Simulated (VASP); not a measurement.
VASP ran on this input.

File POSCAR:
```
Hg3ZnS4
1
   -0.0041392195     5.7500335305     5.7684346154
    5.7500335305    -0.0041392195     5.7684346154
    2.8729471555     2.8729471555    -0.0000000000
Zn S Hg
1 4 3
Direct
  0.0008759095   0.0008759095   0.9982481809
  0.1112244475   0.1112244475   0.2775511049
  0.1180572025   0.6475965203   0.2343462772
  0.6475965203   0.1180572025   0.2343462772
  0.6249458674   0.6249458674   0.2501082653
  0.0047443384   0.4954312085   0.9998244531
  0.4954312085   0.0047443384   0.9998244531
  0.4971245059   0.4971245059   0.0057509882
```

INCAR:
```
! general
SYSTEM  = Hg3ZnS4
PREC    = Accurate
ENCUT   = 400   ! plane-wave cut-off (eV)
LREAL   = F
LASPH   = T

! electronic loop
EDIFF   = 1E-6   ! SCF stop (eV)
NELM    = 100   ! most electronic steps
ALGO    = Normal   ! blocked Davidson
LMAXMIX = 6   ! l cut-off of mixed one-centre charges

! smearing
ISMEAR  = 0   ! Gaussian
SIGMA   = 0.05

! functional
GGA     = PS

! ions
IBRION  = 2   ! conjugate gradients
NSW     = 60   ! most ionic steps
ISIF    = 3   ! ions, shape and volume
EDIFFG  = -0.02

! output
LWAVE   = F
LCHARG  = F
```

File KPOINTS:
```
Automatic mesh
0
Gamma
3 3 6
0 0 0
```

POTCAR, in this order: Zn S Hg (PBE.64 set). Program: vasp_std.

Q: Translate this PBEsol calculation to Quantum ESPRESSO's pw.x.

A: One equivalent input (not run):
```
&CONTROL
  calculation = 'vc-relax'
  pseudo_dir = './pseudo'
  outdir = './out'
  tprnfor = .true.
  tstress = .true.
  nstep = 60
  forc_conv_thr = 0.00078
/
&SYSTEM
  ibrav = 0
  nat = 8
  ntyp = 3
  ecutwfc = 84
  occupations = 'smearing'
  smearing = 'gaussian'
  degauss = 0.003675
  input_dft = 'pbesol'
/
&ELECTRONS
  conv_thr = 7.3e-08
  electron_maxstep = 100
/
&IONS
/
&CELL
/
ATOMIC_SPECIES
  Zn 65.380 Zn.upf
  S 32.060 S.upf
  Hg 200.592 Hg.upf
CELL_PARAMETERS angstrom
    -0.0041392    5.7500335    5.7684346
     5.7500335   -0.0041392    5.7684346
     2.8729472    2.8729472   -0.0000000
ATOMIC_POSITIONS crystal
  Zn   0.0008759  0.0008759  0.9982482
  S    0.1112244  0.1112244  0.2775511
  S    0.1180572  0.6475965  0.2343463
  S    0.6475965  0.1180572  0.2343463
  S    0.6249459  0.6249459  0.2501083
  Hg   0.0047443  0.4954312  0.9998245
  Hg   0.4954312  0.0047443  0.9998245
  Hg   0.4971245  0.4971245  0.0057510
K_POINTS automatic
  3 3 6 0 0 0
```
The two are equivalent in intent, not identical: the potentials are each code's own (VASP's PAW set, PseudoDojo norm-conserving files in pw.x), so ENCUT and ecutwfc are chosen apart and not converted; conv_thr bounds pw.x's estimated SCF error, while EDIFF bounds the energy change between steps; forc_conv_thr acts on force components and is met together with etot_conv_thr.

The structure was generated: Hg3ZnS4 was put into an ordered model structure (Amm2), which need not be its known phase. This run relaxes it. Symmetry was kept, so distortions that lower it aren't found. The start is the result of an earlier pass.
